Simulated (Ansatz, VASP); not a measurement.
# Ta2CoO6 in two plane-wave programs, part 2 of 3

Wanted: the spread between two codes on one cell, functional and k mesh.  The cell comes out of the VASP series on this material, whose earlier steps may have relaxed, scaled or displaced it; both programs get it as it stands.

VASP 6.6.1 and Ansatz 0.2.0.

So far: Set-up; VASP: band structure, LDA, DFT+U.

### Step 3. Ansatz: band structure, LDA, DFT+U

Level of this step: Ansatz beside VASP: Kohn-Sham DFT, plane waves, LDA, DFT+U (Ansatz).

Ansatz runs on its default PAW (the set named soft_2) files.

The same cell, functional (in two slightly different forms), mesh and smearing now go to Ansatz, which takes its cutoff from its data sets.

Contents of input.yaml:

```yaml
crystal:
  lattice:
    - [4.7009886135, 0.0, 0.0]
    - [0.0, 4.7009886135, 0.0]
    - [0.0, 0.0, 9.0130363891]
  atoms:
    - { symbol: Ta, position: [0.0, 0.0, 0.3307636341], spin: 0.026 }
    - { symbol: Ta, position: [0.5, 0.5, 0.8307636341], spin: 0.026 }
    - { symbol: Ta, position: [0.5, 0.5, 0.1692363659], spin: 0.026 }
    - { symbol: Ta, position: [0.0, 0.0, 0.6692363659], spin: 0.026 }
    - { symbol: Co, position: [0.0, 0.0, 0.0], spin: 2.689 }
    - { symbol: Co, position: [0.5, 0.5, 0.5], spin: 2.689 }
    - { symbol: O, position: [0.3074331901, 0.3074331901, 0.0], spin: 0.029 }
    - { symbol: O, position: [0.1925668099, 0.8074331901, 0.5], spin: 0.029 }
    - { symbol: O, position: [0.6925668099, 0.6925668099, 0.0], spin: 0.029 }
    - { symbol: O, position: [0.8074331901, 0.1925668099, 0.5], spin: 0.029 }
    - { symbol: O, position: [0.2966403633, 0.2966403633, 0.3267850621], spin: 0.035 }
    - { symbol: O, position: [0.2033596367, 0.7966403633, 0.8267850621], spin: 0.035 }
    - { symbol: O, position: [0.7033596367, 0.7033596367, 0.3267850621], spin: 0.035 }
    - { symbol: O, position: [0.7966403633, 0.2033596367, 0.8267850621], spin: 0.035 }
    - { symbol: O, position: [0.7966403633, 0.2033596367, 0.1732149379], spin: 0.035 }
    - { symbol: O, position: [0.7033596367, 0.7033596367, 0.6732149379], spin: 0.035 }
    - { symbol: O, position: [0.2033596367, 0.7966403633, 0.1732149379], spin: 0.035 }
    - { symbol: O, position: [0.2966403633, 0.2966403633, 0.6732149379], spin: 0.035 }
hamiltonian:
  xc: lda
  pseudopotentials: { kind: paw }
  hubbard: { sites: [{ species: Co, l: d, u_eff: 4.0 }] }
magnetization:
  spin_polarized: true
kpoints:
  mp_grid: { grid: [5, 5, 3] }
  band_path:
    path:
      - [0.0, 0.0, 0.0]
      - [0.0, 0.13636, 0.0]
      - [0.0, 0.31818, 0.0]
      - [0.0, 0.5, 0.0]
      - [0.09091, 0.5, 0.0]
      - [0.27273, 0.5, 0.0]
      - [0.45455, 0.5, 0.0]
      - [0.45455, 0.45455, 0.0]
      - [0.27273, 0.27273, 0.0]
      - [0.09091, 0.09091, 0.0]
      - [0.0, 0.0, 0.0]
      - [0.0, 0.0, 0.18182]
      - [0.0, 0.0, 0.36364]
      - [0.0, 0.0, 0.5]
      - [0.0, 0.13636, 0.5]
      - [0.0, 0.31818, 0.5]
      - [0.0, 0.5, 0.5]
      - [0.09091, 0.5, 0.5]
      - [0.27273, 0.5, 0.5]
      - [0.45455, 0.5, 0.5]
      - [0.45455, 0.45455, 0.5]
      - [0.27273, 0.27273, 0.5]
      - [0.09091, 0.09091, 0.5]
      - [0.0, 0.5, 0.0]
      - [0.0, 0.5, 0.18182]
      - [0.0, 0.5, 0.36364]
      - [0.0, 0.5, 0.5]
      - [0.5, 0.5, 0.13636]
      - [0.5, 0.5, 0.31818]
      - [0.5, 0.5, 0.5]
    npoints: 1
scf:
  occupations: { method: gaussian, width: 0.05 }
  n_extra_bands: 19
output:
  forces: true
  stress: true
  eigenvalues: true
```

Started as:

```sh
ansatz run input.yaml --threads 8 --pin off --max-ram 18432MiB --backend cpu --events-out ev --progress --plain --runs-dir out
```

Numbers of over 12 decimals in the logs are rounded to 6 here.

Output:

```text
Warning: the band count 98 (scf.n_extra_bands) hosts the net moment |M| = 5.8780 μB (N_el = 158) but caps the reachable moment at 2·n_bands − N_el = 38.0000 μB, below the 100 bands that the automatic rule leaves for it — a moment growing past the seed, or the majority channel's smearing tail, pins there with fewer empty majority states than that count leaves; raise or omit scf.n_extra_bands unless the cap is intended
Ta: projections on atomic orbitals take those of the free atom [Kr 4d10 4f14] 5s2 5p6 5d3 6s2, of charge +0.00 (hamiltonian.pseudopotentials.projection_atoms); the dataset's partial waves leave at most 6.0e-5 of an orbital's norm unspanned inside its sphere
Co: projections on atomic orbitals take those of the free atom [Ne] 3s2 3p6 3d7 4s2, of charge +0.00 (hamiltonian.pseudopotentials.projection_atoms); the dataset's partial waves leave at most 1.4e-6 of an orbital's norm unspanned inside its sphere
O: projections on atomic orbitals take those of the free atom [He] 2s2 2p4, of charge +0.00 (hamiltonian.pseudopotentials.projection_atoms); the dataset's partial waves leave at most 1.9e-8 of an orbital's norm unspanned inside its sphere
scf.n_extra_bands = 19 over 79 filled bands (N_el = 158.0): the run solves 98 bands
Engine: ansatz 0.2.0, aarch64-unknown-linux-gnu
Pseudopotentials: kind: paw
Pseudopotential: Ta, paw, valence charge 13, recommended cutoff 420 eV (normal), Ta.paw.azcp
Pseudopotential: Co, paw, valence charge 17, recommended cutoff 420 eV (normal), Co.paw.azcp
Pseudopotential: O, paw, valence charge 6, recommended cutoff 420 eV (normal), O.paw.azcp
Functional definition: SPW92
  exchange = slater_x
  correlation = pw_c
Crystal: 18 atoms, lattice volume = 199.182 Å³
Basis set: ecut = 420 eV, 3831 PW (Γ)
Bands: 98, of which v1, the nominal top of the filled ones, is band 79 counted from 1 (78 counted from 0)
Symmetry: 16 space group operations
Space group: P42/mnm (ITA 136), of the structure as read, at distance tolerance 5.8e-5 Å
Magnetic group: BNS 136.495 (UNI 1155), of the structure as read, at distance tolerance 5.8e-5 Å
k-points: 12 of 75
Non-local potential: Ta, projectors of the file, l = 0: 3, l = 1: 2, l = 2: 2, l = 3: 1
Non-local potential: Co, projectors of the file, l = 0: 3, l = 1: 2, l = 2: 3, l = 3: 1
Non-local potential: O, projectors of the file, l = 0: 2, l = 1: 2, l = 2: 1
PAW form: soft (Blöchl's): semilocal exchange-correlation on the pseudo side does not see the compensation charge
PAW frozen core: Ta, regenerated for the run's functional, and the local potential with it (the file was generated under x = pbe(κ = 0.804, μ = 0.219515), c = pbe(β = 0.066725))
PAW frozen core: Co, regenerated for the run's functional, and the local potential with it (the file was generated under x = pbe(κ = 0.804, μ = 0.219515), c = pbe(β = 0.066725))
PAW frozen core: O, regenerated for the run's functional, and the local potential with it (the file was generated under x = pbe(κ = 0.804, μ = 0.219515), c = pbe(β = 0.066725))
PAW one-centre angular grid: Ta, 590 points (default); XC on 64 Gauss nodes
PAW one-centre angular grid: Co, 590 points (default); XC on 64 Gauss nodes
PAW one-centre angular grid: O, 110 points (default); XC on 64 Gauss nodes
Initial density: superposition of atomic densities (chi_scale 0.1, normalization cell, long waves kept (reshape's long-wave potential 0.00 eV rms))
Starting moments: Σ|m| = 5.878 μB on 18 of 18 sites
Initial wavefunctions: pseudopotential atomic-orbital guess
Functional: x = slater, c = lda
SCF iter   1: F=—  HF=-55535.060258 eV  |F-HF|=—  |Δ(HF+E_count)|=         —  Δρ=1.81e-1 (↑5.82e-2 ↓1.81e-1)  dr2=9.81e1  dr2_m=7.60e0  M=3.906 μB ∫|m|=3.943 μB  β_m=0.30  ethr=3.10e-3  ⟨swp⟩=6.0  Hψ=8351  notcnv=0  defer=5
preconditioner: auto → Kerker (q_TF=auto, 2.625 Å⁻¹)  [metal: Δε(μ)=0.010 eV  Ē_g=11.167 eV  σ=0.050 eV  W_gap=0.11  n_scr=54 (ndim 8)  ℏωp=27.6 eV  f_vac=0.000  D(μ)=14.72/eV (n_scr^D=166)]
spin=Collinear: Kerker preconditioning applied to the charge; magnetization (m = ρ↑ − ρ↓) channel mixes plain (no charge-response kernel on spin).
SCF iter   2: F=—  HF=-55528.389519 eV  |F-HF|=—  |Δ(HF+E_count)|=    6.67e0  Δρ=7.37e-2 (↑3.07e-2 ↓7.37e-2)  dr2=7.45e0  dr2_m=2.12e0  M=6.000 μB ∫|m|=6.073 μB  β_m=0.30  ethr=3.10e-3  ⟨swp⟩=3.2  Hψ=5197  notcnv=0  defer=260
SCF iter   3: F=—  HF=-55527.973236 eV  |F-HF|=—  |Δ(HF+E_count)|=   4.16e-1  Δρ=4.79e-2 (↑2.30e-2 ↓4.79e-2)  dr2=2.84e0  dr2_m=1.19e0  M=6.000 μB ∫|m|=6.046 μB  β_m=0.30  ethr=3.10e-3  ⟨swp⟩=2.0  Hψ=4642  notcnv=0  defer=273
SCF iter   4: F=—  HF=-55528.537691 eV  |F-HF|=—  |Δ(HF+E_count)|=   5.64e-1  Δρ=2.72e-2 (↑2.72e-2 ↓1.75e-2)  dr2=9.66e-1  dr2_m=6.45e-1  M=6.000 μB ∫|m|=6.047 μB  β_m=0.30  ethr=1.80e-3  ⟨swp⟩=2.2  Hψ=4517  notcnv=0  defer=269
SCF iter   5: F=—  HF=-55528.877059 eV  |F-HF|=—  |Δ(HF+E_count)|=   3.39e-1  Δρ=2.05e-2 (↑1.44e-2 ↓2.05e-2)  dr2=2.51e-1  dr2_m=5.01e-1  M=6.000 μB ∫|m|=6.056 μB  β_m=0.30  ethr=6.11e-4  ⟨swp⟩=2.8  Hψ=4156  notcnv=0  defer=263
Mixer restart at iter 5: flushing history
[...]
preconditioner: auto → Resta (q_TF=auto, 2.625 Å⁻¹)  ε∞=7.2  [insulator: Δε(μ)=2.600 eV  Ē_g=11.126 eV  σ=0.050 eV  W_gap=1.00  n_scr=54 (ndim 8)  ℏωp=27.6 eV  f_vac=0.030  D(μ)=0.00/eV (n_scr^D=0)  ε∞_Penn≈7.2]
spin=Collinear: Resta preconditioning applied to the charge; magnetization (m = ρ↑ − ρ↓) channel mixes plain (no charge-response kernel on spin).
SCF iter   2: F=—  HF=-55529.621067 eV  |F-HF|=—  |Δ(HF+E_count)|=   3.05e-7  Δρ=2.36e-5 (↑1.42e-5 ↓2.36e-5)  dr2=1.99e-6  dr2_m=7.80e-8  M=6.000 μB ∫|m|=6.050 μB  ethr=6.33e-7  ⟨swp⟩=1.0  Hψ=9432  notcnv=0
SCF iter   3: F=—  HF=-55529.621067 eV  |F-HF|=—  |Δ(HF+E_count)|=   2.77e-7  Δρ=3.85e-6 (↑3.28e-6 ↓3.85e-6)  dr2=6.59e-8  dr2_m=1.38e-9  M=6.000 μB ∫|m|=6.050 μB  ethr=6.33e-11  ⟨swp⟩=2.0  Hψ=8443  notcnv=0
SCF iter   4: F=-55529.621067 eV  HF=-55529.621067 eV  |F-HF|=7.93e-10  |Δ(HF+E_count)|=   2.43e-8  Δρ=3.90e-7 (↑3.53e-7 ↓3.90e-7)  dr2=8.73e-10  dr2_m=6.21e-12  M=6.000 μB ∫|m|=6.050 μB  ethr=5.36e-11  ⟨swp⟩=1.0  Hψ=7200  notcnv=0
an SCF along what the orbitals of the run's state read of its open shells (or to have them read: on a GPU, or by another smearing), with 8 of the crystal's symmetry operations given up (18 k-points in place of 12), reached no lower state that the run goes on to. This is no proof of a minimum
k-points: 14 of 75
iter 1 solved again at ethr=3.19e-11 eV; its pass at ethr=6.33e-7 eV (dr2=5.04e-8 eV) is discarded
SCF iter   1: F=—  HF=-55529.621067 eV  |F-HF|=—  |Δ(HF+E_count)|=         —  Δρ=2.24e-6 (↑1.70e-6 ↓2.24e-6)  dr2=3.11e-8  dr2_m=6.92e-10  M=6.000 μB ∫|m|=6.050 μB  ethr=3.19e-11  ⟨swp⟩=1.0  Hψ=27314  notcnv=0
spin=Collinear: Resta preconditioning applied to the charge; magnetization (m = ρ↑ − ρ↓) channel mixes plain (no charge-response kernel on spin).
SCF iter   2: F=—  HF=-55529.621067 eV  |F-HF|=—  |Δ(HF+E_count)|=   1.59e-7  Δρ=9.81e-6 (↑8.85e-6 ↓9.81e-6)  dr2=8.01e-7  dr2_m=6.07e-9  M=6.000 μB ∫|m|=6.050 μB  ethr=6.33e-7  ⟨swp⟩=1.0  Hψ=7336  notcnv=0
SCF iter   3: F=-55529.621067 eV  HF=-55529.621067 eV  |F-HF|=4.70e-9  |Δ(HF+E_count)|=   1.41e-7  Δρ=1.53e-6 (↑8.29e-7 ↓1.53e-6)  dr2=7.21e-9  dr2_m=9.66e-10  M=6.000 μB ∫|m|=6.050 μB  ethr=6.33e-11  ⟨swp⟩=1.8  Hψ=5940  notcnv=0
an SCF along what the orbitals of the run's state read of its open shells (or to have them read: on a GPU, or by another smearing), with 8 of the crystal's symmetry operations given up (14 k-points in place of 12), reached no lower state that the run goes on to. This is no proof of a minimum
NSCF: frozen V_eff on 30 k-points
SCF converged after 16 iterations
Magnetization: 6.0000 μB (82.0000 up, 76.0000 down)
Absolute magnetization: 6.0474 μB (∫|ρ↑−ρ↓|, with the PAW one-centre terms)
Spin contamination: 0.0175 ħ² per cell (⟨S²⟩ above its minimum at these occupations)
Per-site moments (μB) at R_I (Å): [(0.013499, 0.808775), (0.013499, 0.808775), (0.013499, 0.808775), (0.013499, 0.808775), (2.524692, 0.843100), (2.524692, 0.843100), (0.032594, 0.821446), (0.032594, 0.821446), (0.032594, 0.821446), (0.032594, 0.821446), (0.038180, 0.808775), (0.038180, 0.808775), (0.038180, 0.808775), (0.038180, 0.808775), (0.038180, 0.808775), (0.038180, 0.808775), (0.038180, 0.808775), (0.038180, 0.808775)]
Free energy (F): -55529.621067 eV
Harris-Foulkes:  -55529.621067 eV  (|F-HF|=1.93e-8)
Internal energy: -55529.621067 eV  (E = F + TS)
E sigma→0 (E₀):  -55529.621067 eV
Fermi energy:    11.467947 eV
--- Per-component energies (eV) ---
  E_band       = -1504.660982
  E_kinetic    = 4434.736571
  E_local      = -14570.627782  (includes V_loc(G=0)·N_el)
  E_nonlocal   = 1618.953815
  E_hartree    = 5631.079972
  E_xc         = -2039.786677
  E_vxc        = -2327.480304  (∫ρ·V_xc dr)
  E_hubbard    = 1.507546  (on-site DFT+U / exact-exchange correction)
  E_vhub       = -26.050337  (the Hubbard potential's part of the band-sum identity)
  E_paw        = -37272.580807  (= ΣΔE_a)
  E_vpaw       = -1896.391922  (= ΣTr[D̂ρ^β])
  E_aug_tail   = 0.030292  (compensation charges beyond the density's cutoff)
  E_ewald      = -13335.969165
  E_core_change = 3.035170  (= ΣΔE_core)
  E_smearing   = -0.000000  (= −TS)
  E_closure    = 0.000000  (closes the sum)
  Σ components = -55529.621067   (vs F -55529.621067, Δ=0.00e0)
--- Forces (eV/Å), atoms counted from 1 ---
  atom   1  Ta     0.00000000     0.00000000     0.00658532
  atom   2  Ta     0.00000000    -0.00000000     0.00658532
  atom   3  Ta    -0.00000000    -0.00000000    -0.00658532
  atom   4  Ta    -0.00000000     0.00000000    -0.00658532
  atom   5  Co     0.00000000    -0.00000000    -0.00000000
  atom   6  Co     0.00000000    -0.00000000    -0.00000000
  atom   7  O      0.20471210     0.20471210    -0.00000000
  atom   8  O     -0.20471210     0.20471210     0.00000000
  atom   9  O     -0.20471210    -0.20471210     0.00000000
  atom  10  O      0.20471210    -0.20471210    -0.00000000
  atom  11  O     -0.08972432    -0.08972432    -0.18902929
  atom  12  O      0.08972432    -0.08972432    -0.18902929
  atom  13  O      0.08972432     0.08972432    -0.18902929
  atom  14  O     -0.08972432     0.08972432    -0.18902929
  atom  15  O     -0.08972432     0.08972432     0.18902929
  atom  16  O      0.08972432     0.08972432     0.18902929
  atom  17  O      0.08972432    -0.08972432     0.18902929
  atom  18  O     -0.08972432    -0.08972432     0.18902929
  max |Σ_I F_I| component: 5.55e-17 eV/Å
--- Stress (GPa, compression-positive) ---
       -0.421417       0.000000       0.000000
        0.000000      -0.421417       0.000000
        0.000000       0.000000      -0.340412
  P = ⅓ Tr σ = -0.3944 GPa (-3.944 kbar)
--- Band table (eV; the first three rows and the last of 24) ---
  k-point 0 ↑: bands = [... 75 lower, 8.9035, 9.1313, 9.1313, 9.1395, 9.8048, 10.1689, 10.1689, 12.8931, ... 15 higher]
  k-point 1 ↑: bands = [... 75 lower, 9.0819, 9.2513, 9.2513, 9.4046, 9.7109, 10.0929, 10.0929, 13.1119, ... 15 higher]
  k-point 2 ↑: bands = [... 75 lower, 9.0036, 9.1024, 9.1573, 9.6413, 9.8457, 9.8862, 10.0348, 12.8948, ... 15 higher]
  k-point 11 ↓: bands = [... 75 lower, 9.7806, 12.9997, 13.0117, 13.1868, 13.2147, 13.3356, 13.5975, 13.9857, ... 15 higher]
Occupation matrices written to <dir>
```

It took 1.9 min on 8 threads of Arm Neoverse N1, shared host; peak memory 2.6 GiB.

The column dr2 measures how far the density is from self-consistency, as an energy; F and HF (Harris–Foulkes) agree once it is small.

### Step 4. Comparison

Known differences besides the PAW data sets themselves: U acts on the PAW sphere in VASP and on atomic orbitals in Ansatz, so only states and trends compare; the two LDA forms differ slightly; the data sets hold 158 valence electrons in Ansatz (default PAW (the set named soft_2) files) and 134 in VASP; the cutoff is 420 eV in Ansatz and 520 eV in VASP; Ansatz makes its cores anew for this functional, VASP keeps those of its LDA data sets; site moments are counted in spheres of each program's own size. Total energies have different zeros and are not compared.

The two programs side by side:

```csv
quantity,Ansatz,VASP,difference
pressure (GPa),-0.39,-0.02,-0.38
total moment (μB),6.00,6.00,0.00
moment on Co5 (μB),2.52,2.69,-0.16
moment on Co6 (μB),2.52,2.69,-0.16
```

At this near-relaxed geometry the largest component of a force difference is 202 meV/Å. Ansatz's pressure holds a Pulay correction of 0.99 GPa; VASP's holds none.

(Part 2 of 3 ends here.)

[Lines on the potential files, build, host, timing and source positions are cut from VASP's logs without a mark.]

[Logs are printed without paths, hosts, clocks, repeated set-up lines and the standing remarks that a program may print on its own settings, such as how far it seeks lower states.]

[Hosts, paths, dates, database ids (printed as entryN), source tags and the programs' standing remarks are cut or masked in the printed files.]
